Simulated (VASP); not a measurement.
Calculation: PBEsol GGA, VASP's PBE PAW potentials (set 64) (plane waves; VASP).

The input files of a VASP run:

**KPOINTS**
```
Automatic mesh
0
Gamma
6 6 5
0 0 0
```

### POSCAR
```
SiO2
1.0
  4.9433990000   0.0000000000   0.0000000000
 -2.4717000000   4.2811100000   0.0000000000
  0.0000000000   0.0000000000   5.4612820000
Si O
3 6
Cartesian
 -1.1587329600   2.0069843680   1.8204255129
  1.3129665088   2.2741256320   0.0000000000
  2.3174654512   0.0000000000   3.6408564871
 -1.0933813565   3.1313750984   2.9917995052
  0.3065399654   1.7685265410   1.1713739923
  0.7868403911   3.6623183606   4.8122250181
  3.2585402466   0.6187916394   2.4694824948
  1.3783183749   1.1497349016   4.2899080077
  2.7782393785   2.5125834590   0.6490569819
```

### INCAR
```
ALGO=Normal
EDIFF=1E-6
ENCUT=400
GGA=PS
ISIF=2
ISMEAR=0
LASPH=.TRUE.
LCHARG=.FALSE.
LREAL=.FALSE.
LWAVE=.FALSE.
NELM=100
PREC=Accurate
SIGMA=0.01
SYSTEM=SiO2
```

POTCAR, in this order: Si O (PBE.64 set). Program: vasp_std.

The resulting files:

OSZICAR:
```
       N       E                     dE             d eps       ncg     rms          rms(c)
DAV:   1     0.265859487939E+03    0.26586E+03   -0.22311E+04  1574   0.124E+03
DAV:   2    -0.649323317746E+02   -0.33079E+03   -0.32026E+03  2036   0.313E+02
DAV:   3    -0.823261311994E+02   -0.17394E+02   -0.17342E+02  1836   0.817E+01
DAV:   4    -0.825453149588E+02   -0.21918E+00   -0.21884E+00  1844   0.989E+00
DAV:   5    -0.825498562947E+02   -0.45413E-02   -0.45398E-02  1806   0.138E+00    0.243E+01
DAV:   6    -0.742303070802E+02    0.83195E+01   -0.36348E+01  1786   0.329E+01    0.117E+01
DAV:   7    -0.741555739182E+02    0.74733E-01   -0.90813E-01  1944   0.511E+00    0.447E+00
DAV:   8    -0.741258063404E+02    0.29768E-01   -0.43874E-02  1811   0.174E+00    0.143E+00
DAV:   9    -0.741305751263E+02   -0.47688E-02   -0.15080E-02  1816   0.989E-01    0.343E-01
DAV:  10    -0.741322913598E+02   -0.17162E-02   -0.36926E-03  1811   0.346E-01    0.905E-02
DAV:  11    -0.741322203176E+02    0.71042E-04   -0.13109E-03  1836   0.212E-01    0.233E-02
DAV:  12    -0.741322221642E+02   -0.18466E-05   -0.47239E-05  1826   0.440E-02    0.156E-02
DAV:  13    -0.741322257609E+02   -0.35967E-05   -0.16030E-05  1821   0.221E-02    0.347E-03
DAV:  14    -0.741322262196E+02   -0.45868E-06   -0.54298E-07  1183   0.473E-03
   1 F= -.74132226E+02 E0= -.74132226E+02  d E =-.709589E-41
```

**OUTCAR**
```
------------------------ aborting loop because EDIFF is reached ----------------------------------------
  FORCE on cell =-STRESS in cart. coord.  units (eV):
  Direction    XX          YY          ZZ          XY          YZ          ZX
  --------------------------------------------------------------------------------------
  Total       -3.4776425     -3.4776439     -3.6702874      0.0000004     -0.0000000     -0.0000000
  in kB      -48.2079721    -48.2079920    -50.8784656      0.0000056     -0.0000000     -0.0000000
  external PRESSURE =     -49.0981432 kB  Pullay stress =       0.0000000 kB
  volume of cell :      115.58
      direct lattice vectors                 reciprocal lattice vectors
     4.943399000  0.000000000  0.000000000     0.202289963  0.116792164  0.000000000
    -2.471700000  4.281110000  0.000000000     0.000000000  0.233584281  0.000000000
     0.000000000  0.000000000  5.461282000     0.000000000  0.000000000  0.183107190
 POSITION                                       TOTAL-FORCE (eV/Angst)
 -----------------------------------------------------------------------------------
     -1.15873      2.00698      1.82043        -0.024825      0.042998      0.000000
      1.31297      2.27413      0.00000        -0.024825     -0.042998      0.000000
      2.31747      0.00000      3.64086         0.049650     -0.000000      0.000000
     -1.09338      3.13138      2.99180        -0.014929      0.018152      0.018434
      0.30654      1.76853      1.17137        -0.008256     -0.022005      0.018434
      0.78684      3.66232      4.81223         0.023184      0.003853      0.018434
      3.25854      0.61879      2.46948         0.023184     -0.003853     -0.018434
      1.37832      1.14973      4.28991        -0.014929     -0.018152     -0.018434
      2.77824      2.51258      0.64906        -0.008256      0.022005     -0.018434
 -----------------------------------------------------------------------------------
    total drift:                               -0.001738     -0.001817      0.000001
  FREE ENERGIE OF THE ION-ELECTRON SYSTEM (eV)
  ---------------------------------------------------
  free  energy   TOTEN  =       -74.1322262196 eV

  energy  without entropy=      -74.1322262196  energy(sigma->0) =      -74.13222622
```
(Selected blocks of OUTCAR.)

At this cut-off the stress carries a Pulay error, which pulls relaxed volumes low.

The structure comes from a computed database's SiO2 entry; how it stands against other phases isn't given here. The cell was not relaxed at this level, and its volume differs by +4.6 % from the start's.
